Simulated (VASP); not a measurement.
Given:

```xyz
1
Lattice="0.0000 2.7900 2.7900 2.7900 0.0000 2.7900 2.7900 2.7900 0.0000" Properties=species:S:1:pos:R:3 pbc="T T T"
Ca     0.0000     0.0000     0.0000
```

These are LDA (Ceperley-Alder, Perdew-Zunger), VASP's LDA PAW potentials (set 64) (plane waves; VASP) values and carry that method's errors. Settings: 520 eV cut-off, 10×10×10 Γ-centred mesh, first-order Methfessel-Paxton smearing of 0.10 eV, potentials Ca_sv.

Energy and stress use the plane-wave basis of the starting cell.

Task: The ions, cell shape and volume are relaxed. What does this cell relax into?

Result: 
```xyz
1
Lattice="0.0000 2.6715 2.6715 2.6715 0.0000 2.6715 2.6715 2.6715 0.0000" Properties=species:S:1:pos:R:3 pbc="T T T"
Ca     0.0000     0.0000     0.0000
```
Space group Fm-3m (225), at a tolerance of 0.03 Å.

Task: How do energy and volume change from the first to the last step?

Result: The energy (σ→0) changes by -37.2 meV/atom and the volume by -12.2 %, in 3 ionic steps.

The compound is Ca in the fcc structure. This run relaxes it. Symmetry was kept, so distortions that lower it aren't found.
